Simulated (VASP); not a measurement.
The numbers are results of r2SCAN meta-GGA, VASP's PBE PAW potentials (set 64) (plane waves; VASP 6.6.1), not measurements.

VASP ran on this input.

POSCAR:
```
Ca
1.0
  0.0000000000   2.8141631229   2.8141631229
  2.8141631229   0.0000000000   2.8141631229
  2.8141631229   2.8141631229   0.0000000000
Ca
1
Direct
  0.0000000000   0.0000000000   0.0000000000
```

**KPOINTS**
```
Automatic mesh
0
Gamma
10 10 10
0 0 0
```

**INCAR**
```
SYSTEM = Ca
PREC = Accurate
ENCUT = 480
EDIFF = 1E-7
NELM = 100
ALGO = Normal
LREAL = .FALSE.
LASPH = .TRUE.
ISMEAR = 1
SIGMA = 0.1
METAGGA = R2SCAN
LMIXTAU = .TRUE.
LWAVE = .FALSE.
LCHARG = .FALSE.
ISIF = 2
```

POTCAR, in this order: Ca_sv (PBE.64 set). Program: vasp_std.

Estimate the energy per atom (σ→0), band gap (on the k-mesh).

The energy per atom (σ→0) is -7.032 eV/atom and the band gap (on the k-mesh) is none (metal, semimetal or under 0.01 eV).

### OSZICAR
```
...
DAV:  19    -0.703192918693E+01    0.32498E-04   -0.22691E-05   972   0.538E-02    0.180E-02
DAV:  20    -0.703191381521E+01    0.15372E-04   -0.27662E-06  1116   0.174E-02    0.158E-02
DAV:  21    -0.703190856408E+01    0.52511E-05   -0.11858E-05  1085   0.420E-02    0.498E-03
DAV:  22    -0.703190741622E+01    0.11479E-05   -0.34629E-06  1105   0.152E-02    0.198E-03
DAV:  23    -0.703190609357E+01    0.13226E-05   -0.88652E-07   888   0.101E-02    0.863E-04
DAV:  24    -0.703190585290E+01    0.24067E-06   -0.67009E-07  1085   0.540E-03    0.317E-04
DAV:  25    -0.703190582973E+01    0.23167E-07   -0.12712E-07   917   0.369E-03
   1 F= -.70319058E+01 E0= -.70318353E+01  d E =-.211648E-03
```

The compound is Ca in the fcc structure. This cell was strained or had an atom moved on purpose.
